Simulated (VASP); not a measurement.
Given:

```xyz
2
Lattice="0.0000 3.5104 3.5104 3.5104 0.0000 3.5104 3.5104 3.5104 0.0000" Properties=species:S:1:pos:R:3 pbc="T T T"
Ba     0.0000     0.0000     0.0000
Te     3.5104     3.5104     3.5104
```

Computed with rev-vdW-DF2, VASP's PBE PAW potentials (set 64) (plane waves; VASP). Settings: 520 eV cut-off, 7×7×7 Γ-centred mesh, tetrahedra with Blöchl corrections, potentials Ba_sv Te.

Unless said otherwise, spin-orbit coupling is left out, though it shifts the bands of the heavy elements here.

Q: Tabulate the total density of states (states/eV per cell) against energy (eV; zero at the valence-band maximum or, without a gap, the Fermi level).

A: 
```
E (eV) | DOS (states/eV)
    -9.91 |  0.00
    -9.26 | ###################### 2.95
    -8.61 |  0.00
    -8.07 |  0.00
    -7.43 |  0.00
    -6.78 |  0.00
    -6.24 |  0.00
    -5.59 |  0.00
    -4.94 |  0.00
    -4.30 |  0.00
    -3.65 |  0.00
    -3.11 |  0.00
    -2.46 |  0.00
    -1.82 | ################## 2.36
    -1.28 | ########### 1.48
    -0.63 | ############################## 3.94
     0.02 |  0.00
     0.67 |  0.00
     1.31 |  0.00
     1.85 | ## 0.29
     2.50 | ###### 0.84
     3.15 | ################ 2.17
     3.69 | ############# 1.65
     4.33 | ########################## 3.44
     4.98 | ############################## 3.95
```
Within 2 eV below the valence-band maximum the largest weight inside VASP's projection spheres is Te p.

The compound is BaTe in the rock salt structure. It was relaxed first.
